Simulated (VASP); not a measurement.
A cell of PbSe (rock salt) near equilibrium:

```
CELL_PARAMETERS angstrom
      0.00000     3.10634     3.10634
      3.10634     0.00000     3.10634
      3.10634     3.10634     0.00000
ATOMIC_POSITIONS crystal
  Pb 0.00000 0.00000 0.00000
  Se 0.50000 0.50000 0.50000
```

All values below come from PBE GGA, VASP's PBE PAW potentials (set 64) (plane waves; VASP 6.6.1).

Unless said otherwise, spin-orbit coupling is left out, though it shifts the bands of the heavy elements here.

```tsv
run	ΔE (meV/atom)	σxx	σyy	σzz	largest shear component, with its sign (GPa)	gap (eV)
as it is	0.0	0.10	0.10	0.10	0.00	0.43
after one change	13.3	-2.35	-2.35	-2.35	0.00	0.59
```
Stress is in GPa, positive when the cell is compressed; gaps are those on the k-mesh, and 0.00 means metallic.

Name the change that produced these shifts.
(A) isotropic strain of +2.0 %
(B) uniaxial strain of +1.5 % along x
(C) isotropic strain of -1.0 %
(D) isotropic strain of +1.5 %

A, isotropic strain of +2.0 %

The compound is PbSe in the rock salt structure.
